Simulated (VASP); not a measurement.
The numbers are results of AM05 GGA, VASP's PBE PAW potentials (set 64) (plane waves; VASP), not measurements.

VASP ran on this input.

**POSCAR**
```
KZnF3
1
    4.1603386351     0.0000000000     0.0000000000
    0.0000000000     4.1603386351     0.0000000000
    0.0000000000     0.0000000000     4.1603386351
K Zn F
1 1 3
Direct
  0.0000000000   0.0000000000   0.0000000000
  0.5000000000   0.5000000000   0.5000000000
  0.5000000000   0.0000000000   0.5000000000
  0.0000000000   0.5000000000   0.5000000000
  0.5000000000   0.5000000000   0.0000000000
```

### INCAR
```
# general
SYSTEM   =  KZnF3
PREC     =  Accurate
ENCUT    =  520   # plane-wave cut-off (eV)
LREAL    =  .FALSE.
LASPH    =  .TRUE.

# electronic loop
EDIFF    =  1E-7   # SCF stop (eV)
NELM     =  100   # most electronic steps
ALGO     =  Normal   # blocked Davidson
LMAXMIX  =  4

# smearing
ISMEAR   =  0   # Gaussian
SIGMA    =  0.05

# functional
GGA      =  AM   # AM05

# ions
ISIF     =  2

# output
LWAVE    =  .FALSE.
LCHARG   =  .FALSE.
```

### KPOINTS
```
Regular mesh
0
gamma
6 6 6
0 0 0
```

POTCAR, in this order: K_sv Zn F (PBE.64 set). Program: vasp_std.

Output

**OSZICAR**
```
       N       E                     dE             d eps       ncg     rms          rms(c)
DAV:   1     0.440559249231E+03    0.44056E+03   -0.22609E+04  1000   0.197E+03
DAV:   2     0.125975362900E+02   -0.42796E+03   -0.41852E+03  1194   0.477E+02
DAV:   3    -0.216560775955E+02   -0.34254E+02   -0.34114E+02  1188   0.149E+02
DAV:   4    -0.224364761019E+02   -0.78040E+00   -0.77973E+00  1632   0.208E+01
DAV:   5    -0.224452876245E+02   -0.88115E-02   -0.88083E-02  1294   0.178E+00    0.101E+01
DAV:   6    -0.204438797252E+02    0.20014E+01   -0.71831E+00  1469   0.406E+01    0.637E+00
DAV:   7    -0.204921442559E+02   -0.48265E-01   -0.14385E+00  1052   0.822E+00    0.417E+00
DAV:   8    -0.205087041238E+02   -0.16560E-01   -0.62464E-01  1256   0.152E+01    0.167E+00
DAV:   9    -0.204687269336E+02    0.39977E-01   -0.10943E-01  1548   0.949E+00    0.619E-01
DAV:  10    -0.204661937881E+02    0.25331E-02   -0.87915E-02  1490   0.694E+00    0.327E-01
DAV:  11    -0.204656785666E+02    0.51522E-03   -0.13512E-02  1413   0.152E+00    0.126E-01
DAV:  12    -0.204658042362E+02   -0.12567E-03   -0.56025E-04  1128   0.209E-01    0.129E-01
DAV:  13    -0.204656607334E+02    0.14350E-03   -0.78063E-04  1176   0.101E+00    0.678E-02
DAV:  14    -0.204656280989E+02    0.32634E-04   -0.46757E-04  1220   0.162E-01    0.142E-02
DAV:  15    -0.204656279203E+02    0.17863E-06   -0.31284E-05  1232   0.122E-01    0.479E-03
DAV:  16    -0.204656280937E+02   -0.17341E-06   -0.37365E-06  1454   0.172E-02    0.165E-03
DAV:  17    -0.204656281563E+02   -0.62621E-07   -0.52247E-07   976   0.205E-02
   1 F= -.20465628E+02 E0= -.20465628E+02  d E =-.330879E-16
```

OUTCAR:
```
------------------------ aborting loop because EDIFF is reached ----------------------------------------
  FORCE on cell =-STRESS in cart. coord.  units (eV):
  Direction    XX          YY          ZZ          XY          YZ          ZX
  --------------------------------------------------------------------------------------
  Total       -1.6807310     -1.6807310     -1.6807310      0.0000000     -0.0000000      0.0000000
  in kB      -37.3957922    -37.3957922    -37.3957922      0.0000000     -0.0000000      0.0000000
  external PRESSURE =     -37.3957922 kB  Pullay stress =       0.0000000 kB
  volume of cell :       72.01
      direct lattice vectors                 reciprocal lattice vectors
     4.160338635  0.000000000  0.000000000     0.240365049  0.000000000  0.000000000
     0.000000000  4.160338635  0.000000000     0.000000000  0.240365049  0.000000000
     0.000000000  0.000000000  4.160338635     0.000000000  0.000000000  0.240365049
 POSITION                                       TOTAL-FORCE (eV/Angst)
 -----------------------------------------------------------------------------------
      0.00000      0.00000      0.00000         0.000000      0.000000      0.000000
      2.08017      2.08017      2.08017         0.000000      0.000000      0.000000
      2.08017      0.00000      2.08017         0.000000      0.000000      0.000000
      0.00000      2.08017      2.08017         0.000000      0.000000      0.000000
      2.08017      2.08017      0.00000         0.000000      0.000000      0.000000
 -----------------------------------------------------------------------------------
    total drift:                                0.000000     -0.000000     -0.000000
  FREE ENERGIE OF THE ION-ELECTRON SYSTEM (eV)
  ---------------------------------------------------
  free  energy   TOTEN  =       -20.4656281563 eV

  energy  without entropy=      -20.4656281563  energy(sigma->0) =      -20.46562816
```
(Selected blocks of OUTCAR.)

### OUTCAR
```
 val. band max:       -1.5895375451   @ k =   0.5000   0.5000   0.5000

 cond. band min:       1.9866177837   @ k =   0.0000   0.0000   0.0000


 Fermi energy:        -1.3086461961

 k-point     1 :       0.0000    0.0000    0.0000
  band No.  band energies     occupation
      1     -28.2240      2.00000
      2     -22.3544      2.00000
      3     -21.8132      2.00000
      4     -21.8132      2.00000
      5     -11.8058      2.00000
      6     -11.8058      2.00000
      7     -11.8058      2.00000
      8      -5.1250      2.00000
      9      -5.1250      2.00000
     10      -5.1250      2.00000
     11      -4.9096      2.00000
     12      -4.9096      2.00000
     13      -4.9096      2.00000
     14      -4.6313      2.00000
     15      -4.6313      2.00000
     16      -3.1346      2.00000
     17      -3.1346      2.00000
     18      -3.1346      2.00000
     19      -2.9836      2.00000
     20      -2.9836      2.00000
     21      -2.9836      2.00000
     22       1.9866      0.00000
     23       7.4793      0.00000
     24       7.4793      0.00000
     25       7.6413      0.00000

 k-point     2 :       0.1667    0.0000    0.0000
  band No.  band energies     occupation
      1     -28.2205      2.00000
      2     -22.3242      2.00000
      3     -21.8388      2.00000
      4     -21.8123      2.00000
      5     -11.8079      2.00000
      6     -11.7979      2.00000
      7     -11.7979      2.00000
      8      -5.7273      2.00000
      9      -5.1448      2.00000
     10      -5.1448      2.00000
     11      -4.9257      2.00000
     12      -4.9257      2.00000
     13      -4.9088      2.00000
     14      -4.6311      2.00000
     15      -4.1604      2.00000
     16      -3.1800      2.00000
     17      -3.1210      2.00000
     18      -3.1210      2.00000
     19      -3.0867      2.00000
     20      -2.9826      2.00000
     21      -2.9826      2.00000
     22       2.5018      0.00000
     23       7.5218      0.00000
...
```

The compound is KZnF3 in the cubic perovskite structure. This cell is one point of a volume scan, at 1.06 of the reference volume.
